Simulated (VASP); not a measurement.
```
CELL_PARAMETERS angstrom
      2.12910    -3.68771     0.00000
      2.12910     3.68771     0.00000
      0.00000     0.00000    13.87332
ATOMIC_POSITIONS crystal
  Cd 0.66667 0.33333 0.25260
  Cd 0.33333 0.66667 0.99792
  Cd 0.66667 0.33333 0.74229
  Cd 0.33333 0.66667 0.50792
  Se 0.66667 0.33333 0.44247
  Se 0.33333 0.66667 0.18778
  Se 0.66667 0.33333 0.93281
  S  0.33333 0.66667 0.69021
```

Level of theory: PBEsol GGA, VASP's PBE PAW potentials (set 64) (plane waves; VASP 6.6.1). Settings: 400 eV cut-off, Gaussian smearing of 0.050 eV, potentials Cd Se S.

Task: Predict the band gap (along the path) with the smallest direct gap where there is one.

Result: 
```yaml
band gap (along the path): 0.59 eV
smallest direct gap (along the path): 0.59 eV
```

Only differences to runs with the same potentials and settings are physical.

The structure was generated: Cd4SSe3 was put into an ordered model structure (P3m1), which need not be its known phase. It was relaxed first.
